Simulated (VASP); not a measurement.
Consider the following.

```
CELL_PARAMETERS angstrom
      2.31119    -4.00311     0.00000
      2.31119     4.00311     0.00000
      0.00000     0.00000     7.55652
ATOMIC_POSITIONS crystal
  Ag 0.66667 0.33333 0.50008
  Ag 0.33333 0.66667 0.00008
  I  0.66667 0.33333 0.87492
  I  0.33333 0.66667 0.37492
```

Calculation: rev-vdW-DF2, VASP's PBE PAW potentials (set 64) (plane waves; VASP 6.6.1). Run with 520 eV cut-off, Gaussian smearing of 0.050 eV, potentials Ag I.

Unless said otherwise, spin-orbit coupling is left out, though it shifts the bands of the heavy elements here.

**Question.** Give the energies of bands 8 to 21 at the high-symmetry points, in eV from the valence-band maximum.

**Answer.** 
```csv
band,Γ,M,K,A,L,H
8,-3.94,-3.63,-3.67,-4.02,-3.75,-3.67
9,-3.06,-3.04,-3.08,-3.00,-2.97,-3.07
10,-3.06,-2.99,-3.08,-3.00,-2.97,-3.07
11,-2.97,-2.94,-3.07,-3.00,-2.88,-2.83
12,-2.97,-2.92,-3.05,-3.00,-2.88,-2.83
13,-2.88,-2.69,-2.57,-1.68,-2.76,-2.72
14,-0.69,-2.58,-2.57,-1.68,-2.76,-2.72
15,-0.69,-2.15,-2.51,-0.35,-1.21,-1.89
16,-0.07,-1.73,-1.49,-0.35,-1.21,-1.89
17,0.00,-1.01,-1.49,-0.35,-1.20,-1.09
18,0.00,-0.69,-1.29,-0.35,-1.20,-1.09
19,1.21,3.23,4.29,2.54,3.15,3.85
20,2.55,3.51,4.40,2.54,3.15,3.85
21,5.73,4.71,4.40,5.53,4.82,5.55
```

The gap is direct, 1.21 eV, from the valence maximum at Γ to the conduction minimum at Γ.

The compound is AgI in the wurtzite structure. It was relaxed first.
